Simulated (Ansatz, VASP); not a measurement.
**Two plane-wave programs on ZnRe**

```
Re Zn
1.0
     2.74822    0.00000    0.00000
    -1.37411    2.38003    0.00000
     0.00000    0.00000    4.31430
Re Zn
1 1
Direct
  0.33333 0.66667 0.50000
  0.00000 0.00000 0.00000
```

The cell comes from a database or a generator and needn't be the stable form of this composition.

Alike in both runs: functional PBE; k mesh 9 × 9 × 5; occupations fermi-dirac, width 0.05 eV; no spin polarisation.

|  | VASP | Ansatz |
| --- | --- | --- |
| version | VASP 6.6.1 | Ansatz 0.2.0 |
| potentials or method | VASP PAW PBE potentials, release 64 (Re, Zn) | Ansatz PAW |
| plane-wave cutoff (eV) | 520 | 420 |
| valence electrons in the cell | 19 | 27 |
| task | single point | band structure |

Ansatz gave:

```
gap on the k mesh at the Fermi level (eV)       : none
pressure (GPa)                                  : 7.3
largest component of the traceless stress (GPa) : 5.47
```

Question: Which values does VASP return?

Answer: gap on the k mesh at the Fermi level (eV): none; pressure (GPa): 7.5; largest component of the traceless stress (GPa): 5.80.

A gap of «none» marks a metal or a gap that the smearing closes. With one functional, cell and mesh, what is left measures potentials, basis and numerics. The two sets of potentials don't hold the same shells in valence.

Caveats: spin-orbit coupling is left out, which moves the levels of the heavy elements (Ansatz). The runs have no spin-orbit coupling, so splittings on Re are missing.
